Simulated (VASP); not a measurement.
These are LDA (Ceperley-Alder, Perdew-Zunger), VASP's LDA PAW potentials (set 64) (plane waves; VASP) values and carry that method's errors.

A VASP calculation is set up with these files.

File KPOINTS:
```
k-points along high-symmetry lines
15
Line-mode
Reciprocal
  0.000000   0.000000   0.000000 ! GAMMA
  0.500000  -0.500000   0.500000 ! H

  0.500000  -0.500000   0.500000 ! H
  0.000000  -0.000000   0.500000 ! N

  0.000000  -0.000000   0.500000 ! N
  0.000000   0.000000   0.000000 ! GAMMA

  0.000000   0.000000   0.000000 ! GAMMA
  0.250000   0.250000   0.250000 ! P

  0.250000   0.250000   0.250000 ! P
  0.500000  -0.500000   0.500000 ! H

  0.250000   0.250000   0.250000 ! P
  0.000000  -0.000000   0.500000 ! N
```

### INCAR
```
LWAVE = F
NELM = 100
ICHARG = 11   ! fixed density
LASPH = T   ! aspherical one-centre terms
EDIFF = 1E-7
SIGMA = 0.05
ISMEAR = 0   ! Gaussian
LCHARG = F
LMAXMIX = 4
PREC = Accurate
ENCUT = 400
LORBIT = 11   ! lm-projected
ALGO = Normal
LREAL = F   ! projection in real space or not
SYSTEM = Nb
```

### POSCAR
```
Nb
1
   -1.6211913731     1.6211913731     1.6211913731
    1.6211913731    -1.6211913731     1.6211913731
    1.6211913731     1.6211913731    -1.6211913731
Nb
1
Direct
  0.0000000000   0.0000000000   0.0000000000
```

POTCAR, in this order: Nb_sv (LDA.64 set). Program: vasp_std. Read from the step before: CHGCAR.

Question: What will the output report for the number of irreducible k-points (NKPTS), number of bands (NBANDS), largest plane-wave count, number of space-group operations, FFT grid (NGX, NGY, NGZ)?

Answer: 
```json
{
 "number of irreducible k-points (NKPTS)": "90",
 "number of bands (NBANDS)": "10",
 "largest_plane_wave_count": "325",
 "number_of_space_group_operations": "48",
 "FFT grid (NGX, NGY, NGZ)": "18 × 18 × 18"
}
```

The compound is Nb in the bcc structure. It was relaxed first, which changed the volume by -5 %.
